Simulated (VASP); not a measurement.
Here is the system:

```
CELL_PARAMETERS angstrom
      4.86832    -8.43217     0.00000
      4.86832     8.43217     0.00000
      0.00000     0.00000    10.55628
ATOMIC_POSITIONS crystal
  Ga 0.22040 0.10778 0.24367
  Ga 0.10868 0.22086 0.00191
  Ga 0.21350 0.09346 0.76272
  Ga 0.10536 0.21918 0.48443
  Ga 0.22050 0.44586 0.24375
  Ga 0.10883 0.55762 0.00184
  Ga 0.21358 0.45288 0.76262
  Ga 0.10981 0.55642 0.49789
  Ga 0.22213 0.77762 0.25063
  Ga 0.10886 0.88427 0.00191
  Ga 0.22235 0.77756 0.74945
  Ga 0.10980 0.88634 0.49790
  Ga 0.55681 0.10967 0.24750
  Ga 0.44558 0.22077 0.00201
  Ga 0.55854 0.10771 0.75317
  Ga 0.44687 0.21891 0.48343
  Ga 0.55858 0.44598 0.24368
  Ga 0.44560 0.55792 0.00192
  Ga 0.57288 0.45291 0.76281
  Ga 0.44691 0.56106 0.48404
  Ga 0.55673 0.78030 0.24762
  Ga 0.44358 0.88837 0.00031
  Ga 0.55869 0.78390 0.75320
  Ga 0.44419 0.88865 0.50008
  Ga 0.88625 0.10975 0.24772
  Ga 0.77818 0.22291 0.00036
  Ga 0.88254 0.10767 0.75322
  Ga 0.77786 0.22230 0.50013
  Ga 0.88875 0.44432 0.25059
  Ga 0.78223 0.55770 0.00189
  Ga 0.88874 0.44389 0.74948
  Ga 0.77946 0.55626 0.49794
  Ga 0.88871 0.77761 0.25061
  Ga 0.77815 0.88832 0.00039
  Ga 0.88868 0.77757 0.74949
  Ga 0.77786 0.88869 0.50007
  Ga 0.33359 0.33313 0.61747
  N  0.21753 0.10208 0.42938
  N  0.10958 0.22138 0.18874
  N  0.22120 0.10904 0.94546
  N  0.10619 0.21941 0.69392
  N  0.21763 0.44852 0.42948
  N  0.10931 0.55715 0.18746
  N  0.22123 0.44523 0.94541
  N  0.10933 0.55691 0.68644
  N  0.22279 0.77791 0.43831
  N  0.10921 0.88521 0.18750
  N  0.22241 0.77778 0.93681
  N  0.10930 0.88514 0.68650
  N  0.55784 0.10863 0.43573
  N  0.44503 0.22135 0.18888
  N  0.55623 0.11027 0.93984
  N  0.44668 0.21961 0.69387
  N  0.56380 0.44851 0.42943
  N  0.44500 0.55692 0.18878
  N  0.55739 0.44523 0.94558
  N  0.44686 0.56011 0.69387
  N  0.55773 0.78211 0.43586
  N  0.44315 0.88818 0.18736
  N  0.55621 0.77901 0.93986
  N  0.44458 0.88872 0.68841
  N  0.88435 0.10871 0.43595
  N  0.77831 0.22325 0.18742
  N  0.88747 0.11023 0.93989
  N  0.77759 0.22170 0.68844
  N  0.88838 0.44370 0.43832
  N  0.78111 0.55716 0.18749
  N  0.88880 0.44412 0.93684
  N  0.78111 0.55697 0.68652
  N  0.88837 0.77776 0.43834
  N  0.77825 0.88822 0.18747
  N  0.88877 0.77775 0.93684
  N  0.77760 0.88867 0.68844
```
Cell charge -1.

Method: HSE06 screened hybrid, VASP's PBE PAW potentials (set 64) (plane waves; VASP 6.6.1). Run with PREC = Normal, LREAL = Auto, ISYM = 0, NELECT = 292.0, EDIFF = 1E-5, 400 eV cut-off, 1×1×1 Γ-centred mesh, Gaussian smearing of 0.050 eV, potentials Ga N.

The cell is charged, with a uniform compensating background. The supercell is sampled at Γ alone, which is coarse: total energies, pressure and levels can be off, energies of defects by several tenths of an eV.

Estimate the energy per atom (σ→0).

| Quantity | Value |
|---|---|
| energy per atom (σ→0) | -7.114 eV/atom |

The absolute energy has meaning only against runs of the same code, potentials and settings.

The cell is a supercell with a defect, built from GaN (wurtzite): Ga_i, charge -1. The cell's shape comes from a PBE relaxation. The run is not spin-polarised, so no state with unpaired spins was tried.
